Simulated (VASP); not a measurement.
CsW: equation of state with PBE

Crystal: CsW.

```
CELL_PARAMETERS angstrom
1.55062 0.89525 6.50649
-1.55062 0.89525 6.50649
0.00000 -1.79050 6.50649
ATOMIC_POSITIONS crystal
Cs 0.00000 0.00000 0.00000
W 0.50000 0.50000 0.50000
```

The cell was built by a generator and needn't be a form met in nature.

* Program: VASP 6.6.1
* Task: equation of state
* Functional: PBE
* Potentials or basis: VASP PAW PBE potentials, release 64 (Cs_sv, W_sv)
* Cutoff: 520 eV
* k mesh: 10 × 10 × 10
* Occupations: fermi-dirac, width 0.05 eV
* Spin: no spin polarisation

The equilibrium volume is 27.37 Å³/atom. The bulk modulus at fixed shape and positions is 67 GPa and the pressure derivative of the bulk modulus is 4.7.

Energy against volume, from the lowest point:
```tsv
volume (Å³/atom)	energy (meV/atom)
25.471	30.96
26.013	14.89
26.555	4.79
27.097	0.01
27.639	0.00
28.181	4.23
28.723	12.24
```

All runs of the series together: 46 min on 1 thread of Intel(R) Xeon(R) Platinum 8488C (Sapphire Rapids), with other jobs on the host.

Caveat: the cell was scaled at fixed shape and fractional positions, which overstates the stiffness of a crystal with free parameters, most of all of layers and chains. Spin-orbit coupling is left out, which matters for the levels of Cs, W.
